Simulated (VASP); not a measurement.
OSZICAR of a VASP run on KBr (rock salt):

**OSZICAR**
```
       N       E                     dE             d eps       ncg     rms          rms(c)
DAV:   1     0.858965537128E+02    0.85897E+02   -0.70771E+03   384   0.119E+03
DAV:   2    -0.196474218231E+02   -0.10554E+03   -0.96525E+02   460   0.280E+02
DAV:   3    -0.262277678846E+02   -0.65803E+01   -0.65330E+01   488   0.630E+01
DAV:   4    -0.265052741821E+02   -0.27751E+00   -0.27706E+00   692   0.117E+01
DAV:   5    -0.265070750073E+02   -0.18008E-02   -0.18008E-02   480   0.105E+00    0.295E+00
DAV:   6    -0.231262052726E+02    0.33809E+01   -0.13969E+00   612   0.122E+01    0.196E+00
DAV:   7    -0.225373018932E+02    0.58890E+00   -0.37424E-01   724   0.638E+00    0.597E-01
DAV:   8    -0.232355621358E+02   -0.69826E+00   -0.34588E-01   428   0.552E+00    0.572E-01
DAV:   9    -0.226915693931E+02    0.54399E+00   -0.18870E-01   400   0.482E+00    0.374E-01
DAV:  10    -0.227105462588E+02   -0.18977E-01   -0.33309E-02   416   0.228E+00    0.176E-01
DAV:  11    -0.227209820516E+02   -0.10436E-01   -0.41997E-02   396   0.235E+00    0.107E-01
DAV:  12    -0.227319255584E+02   -0.10944E-01   -0.50232E-03   408   0.842E-01    0.871E-02
DAV:  13    -0.227329203001E+02   -0.99474E-03   -0.87076E-04   504   0.322E-01    0.279E-02
DAV:  14    -0.227328620054E+02    0.58295E-04   -0.12882E-04   428   0.154E-01    0.117E-02
DAV:  15    -0.227328567053E+02    0.53001E-05   -0.35276E-06   548   0.178E-02    0.139E-02
DAV:  16    -0.227328915521E+02   -0.34847E-04   -0.53500E-06   436   0.300E-02    0.793E-03
DAV:  17    -0.227329520964E+02   -0.60544E-04   -0.34010E-05   416   0.737E-02    0.435E-03
DAV:  18    -0.227329532399E+02   -0.11435E-05   -0.98195E-07   336   0.119E-02    0.398E-03
DAV:  19    -0.227329540453E+02   -0.80537E-06   -0.83491E-07   296   0.134E-02
   1 F= -.22732954E+02 E0= -.22732954E+02  d E =-.227330E+02
       N       E                     dE             d eps       ncg     rms          rms(c)
DAV:   1    -0.227494117223E+02   -0.16458E-01   -0.39162E-01   400   0.663E+00    0.692E-01
DAV:   2    -0.227376517534E+02    0.11760E-01   -0.28327E-02   536   0.166E+00    0.330E-01
DAV:   3    -0.227347175637E+02    0.29342E-02   -0.13243E-02   648   0.103E+00    0.140E-01
DAV:   4    -0.227346947691E+02    0.22795E-04   -0.35228E-04   432   0.203E-01    0.800E-02
DAV:   5    -0.227347894222E+02   -0.94653E-04   -0.65911E-04   528   0.339E-01    0.120E-02
DAV:   6    -0.227345534783E+02    0.23594E-03   -0.99018E-04   384   0.449E-01    0.106E-02
DAV:   7    -0.227348096457E+02   -0.25617E-03   -0.26477E-04   384   0.235E-01    0.516E-03
DAV:   8    -0.227348059827E+02    0.36630E-05   -0.15704E-05   564   0.408E-02    0.455E-03
DAV:   9    -0.227348073046E+02   -0.13219E-05   -0.15969E-07   304   0.444E-03    0.406E-03
DAV:  10    -0.227348075543E+02   -0.24969E-06   -0.20237E-07   284   0.609E-03
   2 F= -.22734808E+02 E0= -.22734808E+02  d E =-.185351E-02
       N       E                     dE             d eps       ncg     rms          rms(c)
DAV:   1    -0.227382894068E+02   -0.34821E-02   -0.83108E-02   400   0.306E+00    0.316E-01
DAV:   2    -0.227358151601E+02    0.24742E-02   -0.60608E-03   552   0.766E-01    0.153E-01
DAV:   3    -0.227351933971E+02    0.62176E-03   -0.28421E-03   644   0.476E-01    0.655E-02
DAV:   4    -0.227351845930E+02    0.88041E-05   -0.75337E-05   412   0.944E-02    0.376E-02
DAV:   5    -0.227352042449E+02   -0.19652E-04   -0.16351E-04   480   0.173E-01    0.519E-03
DAV:   6    -0.227351542844E+02    0.49961E-04   -0.25534E-04   384   0.227E-01    0.521E-03
DAV:   7    -0.227352227219E+02   -0.68437E-04   -0.62539E-05   384   0.113E-01    0.260E-03
DAV:   8    -0.227352210624E+02    0.16595E-05   -0.34030E-06   548   0.181E-02    0.246E-03
DAV:   9    -0.227352215631E+02   -0.50069E-06   -0.39611E-08   272   0.229E-03
   3 F= -.22735222E+02 E0= -.22735222E+02  d E =-.226752E-02
       N       E                     dE             d eps       ncg     rms          rms(c)
DAV:   1    -0.227476018885E+02   -0.12381E-01   -0.33401E-01   400   0.614E+00    0.638E-01
DAV:   2    -0.227376070994E+02    0.99948E-02   -0.24070E-02   536   0.154E+00    0.305E-01
DAV:   3    -0.227351110599E+02    0.24960E-02   -0.11325E-02   652   0.956E-01    0.130E-01
DAV:   4    -0.227350803193E+02    0.30741E-04   -0.29064E-04   416   0.186E-01    0.746E-02
DAV:   5    -0.227351503439E+02   -0.70025E-04   -0.61090E-04   512   0.328E-01    0.112E-02
DAV:   6    -0.227349453731E+02    0.20497E-03   -0.92291E-04   384   0.435E-01    0.102E-02
DAV:   7    -0.227351810108E+02   -0.23564E-03   -0.24067E-04   384   0.224E-01    0.476E-03
DAV:   8    -0.227351778047E+02    0.32061E-05   -0.12700E-05   548   0.364E-02    0.417E-03
DAV:   9    -0.227351790740E+02   -0.12693E-05   -0.15175E-07   304   0.453E-03    0.357E-03
DAV:  10    -0.227351790412E+02    0.32763E-07   -0.13794E-07   216   0.502E-03
   4 F= -.22735179E+02 E0= -.22735179E+02  d E =-.222500E-02
       N       E                     dE             d eps       ncg     rms          rms(c)
DAV:   1    -0.227400480439E+02   -0.48690E-02   -0.12750E-01   400   0.379E+00    0.392E-01
DAV:   2    -0.227363273676E+02    0.37207E-02   -0.93826E-03   552   0.950E-01    0.191E-01
DAV:   3    -0.227353385789E+02    0.98879E-03   -0.43283E-03   644   0.588E-01    0.827E-02
DAV:   4    -0.227353560470E+02   -0.17468E-04   -0.11037E-04   396   0.117E-01    0.481E-02
DAV:   5    -0.227351586335E+02    0.19741E-03   -0.30427E-04   400   0.239E-01    0.821E-03
DAV:   6    -0.227352862681E+02   -0.12763E-03   -0.49447E-04   384   0.313E-01    0.770E-03
DAV:   7    -0.227353416394E+02   -0.55371E-04   -0.10694E-04   384   0.144E-01    0.348E-03
DAV:   8    -0.227353438244E+02   -0.21850E-05   -0.56290E-06   620   0.217E-02    0.362E-03
DAV:   9    -0.227353429112E+02    0.91320E-06   -0.11230E-07   276   0.454E-03
   5 F= -.22735343E+02 E0= -.22735343E+02  d E =-.238887E-02
```

Problem. Which electronic solver shows in the log?

Solution. It is blocked Davidson (ALGO = Normal, or the opening steps of other solvers). The INCAR had ALGO = Normal.

Problem. Can the final energy be trusted as converged?

Solution. The calculation finished and met its thresholds. It stopped with EDIFF = 1E-6, NELM = 100, NSW = 60 and EDIFFG = -0.01 after 5 ionic steps (r2SCAN+rVV10, plane waves, VASP's PBE PAW potentials (set 64)). Energy and stress use the plane-wave basis of the starting cell.

The compound is KBr in the rock salt structure. This run relaxes it. Symmetry was kept, so distortions that lower it aren't found.
